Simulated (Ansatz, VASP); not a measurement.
**BeSi in VASP and in Ansatz**

INCAR

```
SYSTEM = BeSi
  PREC = Accurate
  ENCUT = 520
  EDIFF = 1E-6
  ISMEAR = -1
  SIGMA = 0.05
  LREAL = .FALSE.
  LASPH = .TRUE.
  NELM = 60
  ALGO = Normal
  ISIF = 2
  LWAVE = .FALSE.
  LCHARG = .FALSE.
  GGA = PE
  NBANDS = 10
```

KPOINTS

```
Automatic mesh
0
G
  9 9 9
  0 0 0
```

File POSCAR:

```
BeSi
1.0
    3.0048544108      0.0000000000      0.0000000000
    0.0000000000      3.0048544108      0.0000000000
    0.0000000000      0.0000000000      3.0048544108
Be Si
1 1
Direct
    0.5000000000      0.5000000000      0.5000000000
    0.0000000000      0.0000000000      0.0000000000
```

input.yaml

```yaml
crystal:
  lattice:
    - [3.0048544108, 0.0, 0.0]
    - [0.0, 3.0048544108, 0.0]
    - [0.0, 0.0, 3.0048544108]
  atoms:
    - { symbol: Be, position: [0.5, 0.5, 0.5] }
    - { symbol: Si, position: [0.0, 0.0, 0.0] }
kpoints:
  mp_grid: { grid: [9, 9, 9] }
scf:
  occupations: { method: fermi_dirac, width: 0.05 }
hamiltonian:
  xc: pbe
  pseudopotentials: { kind: all_electron, lapw: { basis_error: 0.0005 } }
output:
  forces: true
  stress: true
  eigenvalues: true
```

Change from the starting cell: volume scaled by 1.04.

Alike in both runs: task single point; functional PBE; k mesh 9 × 9 × 9; occupations fermi-dirac, width 0.05 eV; no spin polarisation.

```csv
,VASP,Ansatz
version,VASP 6.6.1,Ansatz 0.2.0
potentials or method,"VASP PAW PBE potentials, release 64 (Be, Si)","all-electron LAPW, scalar-relativistic"
plane-wave cutoff (eV),520,see its input
```

|  | VASP | Ansatz | Ansatz less VASP |
| --- | --- | --- | --- |
| gap on the k mesh at the Fermi level (eV) | none | none | - |
| pressure (GPa) | -10.9 | -10.9 | +0.01 |

A gap of «none» marks a metal or a gap that the smearing closes. Ansatz ran all-electron here, so the differences hold the error of VASP's frozen core and of both bases.
